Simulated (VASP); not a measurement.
Output of a VASP run:

File OSZICAR:
```
...
DAV:   1    -0.606734062057E+03   -0.20932E-04   -0.74913E-03   520   0.212E-01    0.166E-02
RMM:   2    -0.606734076925E+03   -0.14868E-04   -0.17810E-04   464   0.306E-02    0.879E-03
RMM:   3    -0.606734076867E+03    0.57407E-07   -0.13531E-05   277   0.883E-03    0.620E-03
RMM:   4    -0.606734076581E+03    0.28590E-06   -0.28200E-06   271   0.362E-03
   5 F= -.60673408E+03 E0= -.60670045E+03  d E =-.771368E-01
       N       E                     dE             d eps       ncg     rms          rms(c)
DAV:   1    -0.606739824335E+03   -0.57475E-02   -0.62293E+00   496   0.618E+00    0.408E-01
RMM:   2    -0.606750399461E+03   -0.10575E-01   -0.12647E-01   464   0.833E-01    0.180E-01
RMM:   3    -0.606750167593E+03    0.23187E-03   -0.83699E-03   464   0.230E-01    0.120E-01
RMM:   4    -0.606749850582E+03    0.31701E-03   -0.20635E-03   464   0.969E-02    0.587E-02
RMM:   5    -0.606749821445E+03    0.29137E-04   -0.32749E-04   466   0.397E-02    0.260E-02
RMM:   6    -0.606749827506E+03   -0.60603E-05   -0.69768E-05   373   0.163E-02
   6 F= -.60674983E+03 E0= -.60671593E+03  d E =-.157509E-01
       N       E                     dE             d eps       ncg     rms          rms(c)
DAV:   1    -0.606749863837E+03   -0.42392E-04   -0.30093E-01   536   0.136E+00    0.868E-02
RMM:   2    -0.606750370143E+03   -0.50631E-03   -0.60674E-03   464   0.182E-01    0.399E-02
RMM:   3    -0.606750358306E+03    0.11837E-04   -0.40356E-04   464   0.505E-02    0.270E-02
RMM:   4    -0.606750342744E+03    0.15562E-04   -0.10526E-04   446   0.218E-02    0.129E-02
RMM:   5    -0.606750341813E+03    0.93077E-06   -0.15813E-05   276   0.863E-03
   7 F= -.60675034E+03 E0= -.60671639E+03  d E =-.162652E-01
       N       E                     dE             d eps       ncg     rms          rms(c)
DAV:   1    -0.606751848244E+03   -0.15055E-02   -0.11250E+00   464   0.263E+00    0.177E-01
RMM:   2    -0.606753866506E+03   -0.20183E-02   -0.23583E-02   464   0.357E-01    0.789E-02
RMM:   3    -0.606753846576E+03    0.19930E-04   -0.15758E-03   464   0.989E-02    0.523E-02
RMM:   4    -0.606753790686E+03    0.55890E-04   -0.36811E-04   464   0.409E-02    0.255E-02
RMM:   5    -0.606753784163E+03    0.65234E-05   -0.66274E-05   425   0.177E-02
   8 F= -.60675378E+03 E0= -.60671946E+03  d E =-.344235E-02
       N       E                     dE             d eps       ncg     rms          rms(c)
DAV:   1    -0.606753796699E+03   -0.60134E-05   -0.12316E-01   512   0.868E-01    0.576E-02
RMM:   2    -0.606754020076E+03   -0.22338E-03   -0.25953E-03   464   0.119E-01    0.269E-02
RMM:   3    -0.606754019003E+03    0.10733E-05   -0.17802E-04   464   0.331E-02    0.183E-02
RMM:   4    -0.606754013187E+03    0.58153E-05   -0.42074E-05   344   0.138E-02
   9 F= -.60675401E+03 E0= -.60671958E+03  d E =-.367137E-02
       N       E                     dE             d eps       ncg     rms          rms(c)
DAV:   1    -0.606754399736E+03   -0.38073E-03   -0.49174E-01   464   0.174E+00    0.113E-01
RMM:   2    -0.606755290125E+03   -0.89039E-03   -0.10173E-02   464   0.236E-01    0.506E-02
RMM:   3    -0.606755287788E+03    0.23373E-05   -0.68095E-04   464   0.653E-02    0.334E-02
RMM:   4    -0.606755266850E+03    0.20938E-04   -0.15503E-04   464   0.269E-02    0.161E-02
RMM:   5    -0.606755265021E+03    0.18281E-05   -0.27279E-05   300   0.114E-02
  10 F= -.60675527E+03 E0= -.60672084E+03  d E =-.125183E-02
```

**OUTCAR**
```
------------------------ aborting loop because EDIFF is reached ----------------------------------------
  FORCE on cell =-STRESS in cart. coord.  units (eV):
  Direction    XX          YY          ZZ          XY          YZ          ZX
  --------------------------------------------------------------------------------------
  Total      -50.5836586    -41.1613572    -42.1603398      0.0109911     -0.0367110     -2.9616059
  in kB     -115.7811981    -94.2144435    -96.5010200      0.0251575     -0.0840280     -6.7788350
  external PRESSURE =    -102.1655538 kB  Pullay stress =       0.0000000 kB
  volume of cell :      699.98
      direct lattice vectors                 reciprocal lattice vectors
     9.175847565 -4.806597533  0.000414141     0.054492942 -0.104023688 -0.045716763
     9.175847565  4.806597533  0.000414141     0.054492942  0.104023688 -0.045716763
     6.657642848  0.000000000  7.935700720    -0.000005688  0.000000000  0.126017588
 POSITION                                       TOTAL-FORCE (eV/Angst)
 -----------------------------------------------------------------------------------
     10.71247      0.00192      3.39604        -0.009275     -0.007799      0.011676
      4.40810      0.00122      1.39691        -0.003131     -0.004284     -0.000341
      1.84627     -0.00040      0.58501         0.004369      0.004354     -0.001861
      8.10644      0.00175      2.57217        -0.001271     -0.001656     -0.010756
     13.99496      0.00319      7.35163        -0.001223      0.008954     -0.000378
      7.72975      0.00089      5.36979         0.002573      0.003249     -0.005995
      5.17913     -0.00299      4.55108        -0.004706     -0.009865      0.008254
     11.43479     -0.00457      6.55849        -0.006971     -0.002377     -0.002063
     15.25518      2.40225      3.38180        -0.002244      0.001791     -0.012243
      8.99173      2.40807      1.39100         0.003574     -0.000162      0.012538
      6.43601      2.40459      0.59115        -0.003872      0.012488     -0.004859
     12.70151      2.42526      2.56778        -0.010320     -0.008421     -0.002031
     18.57865      2.40634      7.34697         0.004166     -0.000160     -0.004241
     12.33244      2.40864      5.37428        -0.007413     -0.007283      0.004162
      9.75906      2.41641      4.56038        -0.006411     -0.009040     -0.000312
     16.01563      2.40285      6.53489        -0.003984     -0.001915     -0.002099
     15.25162     -2.40387      3.38611         0.004069     -0.003704      0.003968
      8.99095     -2.40825      1.39421         0.004443      0.003812     -0.011404
      6.43813     -2.39813      0.58252         0.002663     -0.008578     -0.007302
     12.70267     -2.41596      2.55833        -0.005815      0.000505      0.000125
     18.57819     -2.40340      7.35243        -0.006774      0.010707      0.002804
     12.33176     -2.41065      5.36867        -0.002525     -0.002278     -0.012492
      9.75765     -2.41544      4.55636         0.008083     -0.005240     -0.003371
     16.01588     -2.40118      6.53655        -0.005322      0.001906     -0.004626
     19.83690     -0.00150      3.38191         0.006205     -0.009660      0.000404
     13.59413      0.00490      1.39227        -0.007451      0.008748      0.005208
     11.02389      0.00221      0.56684         0.002365      0.006867      0.010627
     17.27387     -0.00081      2.57026        -0.008065      0.000335      0.003210
     23.16461      0.00090      7.35025         0.004001     -0.001853     -0.002045
     16.91063      0.00042      5.36433        -0.001519     -0.000722     -0.001343
     14.35176      0.00035      4.55294        -0.014254      0.002066     -0.004888
     20.60561      0.00019      6.53636        -0.006272      0.004472      0.001511
      4.79043     -0.92499      2.97260         0.015653     -0.003265     -0.003974
      5.17662      1.66383      1.75664         0.006132      0.002310     -0.000073
      7.71266      0.92984      0.99275         0.003068      0.001358     -0.000031
      6.83915      0.73666      3.74059         0.013448     -0.003890     -0.000281
      7.32728     -1.66354      2.20668         0.001189      0.003113      0.003131
      5.66308     -0.73555      0.22663         0.003372      0.000606      0.005268
      8.11914     -0.92530      6.94422         0.010490      0.008003      0.001519
      8.50560      1.66417      5.72530        -0.005988      0.004714      0.004526
     11.04726      0.97012      5.02688        -0.004506     -0.011077      0.006553
     10.17227      0.74198      7.71475         0.006117      0.002591     -0.001693
     10.65492     -1.65982      6.17248         0.001122     -0.006877      0.005949
      8.95593     -0.76677      4.19950         0.002122     -0.003535      0.003424
      9.34388      1.50797      2.98074        -0.005638      0.001205      0.012451
      9.76596      4.06877      1.75424         0.012123      0.003735     -0.000741
     12.30757      3.33474      0.98511         0.001426      0.000646      0.005052
     11.42950      3.13872      3.73838        -0.005999     -0.002893     -0.001809
     11.95867      0.77597      2.14915         0.000370      0.005534      0.006405
     10.24959      1.66733      0.22209        -0.000001      0.006343      0.012077
     12.71907      1.48208      6.95262        -0.002869      0.005989     -0.001900
     13.09759      4.06980      5.72419         0.000305      0.002599     -0.001410
     15.62250      3.32823      4.96148         0.000846     -0.010395     -0.000342
     14.76254      3.14474      7.70636        -0.001899      0.002261      0.004417
     15.24548      0.73791      6.17729        -0.005863      0.005933      0.008495
     13.57975      1.66554      4.19190        -0.016225     -0.011169     -0.002865
...
```
(Selected blocks of OUTCAR.)

POSCAR:
```
Al31GaO48
1
    9.1758475654    -4.8065975330     0.0004141407
    9.1758475654     4.8065975330     0.0004141407
    6.6576428476     0.0000000000     7.9357007199
Ga Al O
1 31 48
Direct
  0.4275000000   0.4276880000   0.4234330000
  0.1760000000   0.1760000000   0.1760000000
  0.0740000000   0.0740000000   0.0740000000
  0.3216050000   0.3305500000   0.3205280000
  0.4260000000   0.4260000000   0.9260000000
  0.1760000000   0.1760000000   0.6760000000
  0.0740000000   0.0740000000   0.5740000000
  0.3240000000   0.3240000000   0.8240000000
  0.4260000000   0.9260000000   0.4260000000
  0.1760000000   0.6760000000   0.1760000000
  0.0740000000   0.5740000000   0.0740000000
  0.3240000000   0.8240000000   0.3240000000
  0.4260000000   0.9260000000   0.9260000000
  0.1760000000   0.6760000000   0.6760000000
  0.0792200000   0.5711240000   0.5765670000
  0.3240000000   0.8240000000   0.8240000000
  0.9260000000   0.4260000000   0.4260000000
  0.6760000000   0.1760000000   0.1760000000
  0.5740000000   0.0740000000   0.0740000000
  0.8240000000   0.3240000000   0.3240000000
  0.9260000000   0.4260000000   0.9260000000
  0.6760000000   0.1760000000   0.6760000000
  0.5714980000   0.0788980000   0.5690380000
  0.8240000000   0.3240000000   0.8240000000
  0.9260000000   0.9260000000   0.4260000000
  0.6760000000   0.6760000000   0.1760000000
  0.5777390000   0.5674180000   0.0777860000
  0.8240000000   0.8240000000   0.3240000000
  0.9260000000   0.9260000000   0.9260000000
  0.6760000000   0.6760000000   0.6760000000
  0.5740000000   0.5740000000   0.5740000000
  0.8240000000   0.8240000000   0.8240000000
  0.2220000000   0.0280000000   0.3750000000
  0.0280000000   0.3750000000   0.2220000000
  0.2780000000   0.4720000000   0.1250000000
  0.1250000000   0.2780000000   0.4720000000
  0.4720000000   0.1250000000   0.2780000000
  0.3750000000   0.2220000000   0.0280000000
  0.2220000000   0.0280000000   0.8750000000
  0.0280000000   0.3750000000   0.7220000000
  0.2782680000   0.4758550000   0.6265710000
  0.1250000000   0.2780000000   0.9720000000
  0.4720000000   0.1250000000   0.7780000000
  0.3732740000   0.2283130000   0.5285720000
  0.2255370000   0.5226650000   0.3754830000
  0.0280000000   0.8750000000   0.2220000000
  0.2780000000   0.9720000000   0.1250000000
  0.1250000000   0.7780000000   0.4720000000
  0.4672510000   0.6301970000   0.2760050000
  0.3750000000   0.7220000000   0.0280000000
  0.2220000000   0.5280000000   0.8750000000
  0.0280000000   0.8750000000   0.7220000000
  0.2780000000   0.9720000000   0.6250000000
  0.1250000000   0.7780000000   0.9720000000
  0.4720000000   0.6250000000   0.7780000000
  0.3750000000   0.7220000000   0.5280000000
  0.7220000000   0.0280000000   0.3750000000
  0.5325400000   0.3763690000   0.2188390000
  0.7780000000   0.4720000000   0.1250000000
  0.6241280000   0.2822160000   0.4678350000
  0.9720000000   0.1250000000   0.2780000000
  0.8750000000   0.2220000000   0.0280000000
  0.7220000000   0.0280000000   0.8750000000
  0.5280000000   0.3750000000   0.7220000000
  0.7780000000   0.4720000000   0.6250000000
  0.6250000000   0.2780000000   0.9720000000
  0.9720000000   0.1250000000   0.7780000000
  0.8750000000   0.2220000000   0.5280000000
  0.7220000000   0.5280000000   0.3750000000
  0.5280000000   0.8750000000   0.2220000000
  0.7780000000   0.9720000000   0.1250000000
  0.6250000000   0.7780000000   0.4720000000
  0.9720000000   0.6250000000   0.2780000000
  0.8750000000   0.7220000000   0.0280000000
  0.7220000000   0.5280000000   0.8750000000
  0.5280000000   0.8750000000   0.7220000000
  0.7780000000   0.9720000000   0.6250000000
  0.6250000000   0.7780000000   0.9720000000
  0.9720000000   0.6250000000   0.7780000000
  0.8750000000   0.7220000000   0.5280000000
```

Q: Write an INCAR and KPOINTS that could have produced this output.

A: One answer among several that fit: the input of the run itself, PBE GGA, plane waves, VASP's PBE PAW potentials (set 64).

### INCAR
```
SYSTEM = Al31GaO48
PREC = Normal; ENCUT = 400; LREAL = Auto
LASPH = .TRUE.; ISYM = 0; NELECT = 382.0
EDIFF = 1E-5; NELM = 100; NELMIN = 4
ALGO = Fast; LMAXMIX = 4
ISMEAR = 0; SIGMA = 0.05
GGA = PE
IBRION = 2; NSW = 60; ISIF = 2
EDIFFG = -0.03
LWAVE = .FALSE.; LCHARG = .FALSE.
```

File KPOINTS:
```
Automatic mesh
0
Gamma
1 1 1
0 0 0
```

POTCAR, in this order: Ga Al O (PBE.64 set). Program: vasp_gam.

At this cut-off the stress carries a Pulay error, which pulls relaxed volumes low. The cell is charged, with a uniform compensating background. The supercell is sampled at Γ alone, which is coarse: total energies, pressure and levels can be off, energies of defects by several tenths of an eV.

The cell is a supercell with a defect, built from Al2O3 (corundum): Ga_Al, charge +2. The run is not spin-polarised, so no state with unpaired spins was tried.
